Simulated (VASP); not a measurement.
OSZICAR of a VASP run on PtAl₂ (fluorite):

OSZICAR:
```
       N       E                     dE             d eps       ncg     rms          rms(c)
DAV:   1     0.554503968816E+02    0.55450E+02   -0.66758E+03   848   0.113E+03
DAV:   2    -0.102749273673E+02   -0.65725E+02   -0.58230E+02   968   0.185E+02
DAV:   3    -0.122799221468E+02   -0.20050E+01   -0.19753E+01  1068   0.321E+01
DAV:   4    -0.122983423073E+02   -0.18420E-01   -0.18410E-01  1008   0.357E+00
DAV:   5    -0.122986463402E+02   -0.30403E-03   -0.30398E-03  1056   0.487E-01    0.798E+00
DAV:   6    -0.118869094620E+02    0.41174E+00   -0.24365E+00   964   0.151E+01    0.221E+00
DAV:   7    -0.118080822909E+02    0.78827E-01   -0.21808E-01   944   0.469E+00    0.162E+00
DAV:   8    -0.117800056809E+02    0.28077E-01   -0.37320E-02   952   0.197E+00    0.242E-01
DAV:   9    -0.117800670238E+02   -0.61343E-04   -0.18976E-03  1032   0.419E-01    0.160E-01
DAV:  10    -0.117802075607E+02   -0.14054E-03   -0.32837E-04   924   0.160E-01    0.208E-02
DAV:  11    -0.117802043050E+02    0.32556E-05   -0.20386E-05  1036   0.472E-02    0.100E-02
DAV:  12    -0.117802055068E+02   -0.12018E-05   -0.31928E-06   912   0.139E-02    0.194E-03
DAV:  13    -0.117802054624E+02    0.44421E-07   -0.25763E-07   864   0.491E-03
   1 F= -.11780205E+02 E0= -.11780757E+02  d E =0.165434E-02
```

Which electronic solver shows in the log?

It is blocked Davidson (ALGO = Normal, or the opening steps of other solvers). The INCAR had ALGO = Normal.

Can the final energy be trusted as converged?

Self-consistency was reached. It stopped with EDIFF = 1E-7, NELM = 100 (vdW-DF-cx, plane waves, VASP's PBE PAW potentials (set 64)).

The compound is PtAl2 in the fluorite structure. This cell is one point of a volume scan, at 1.06 of the reference volume.
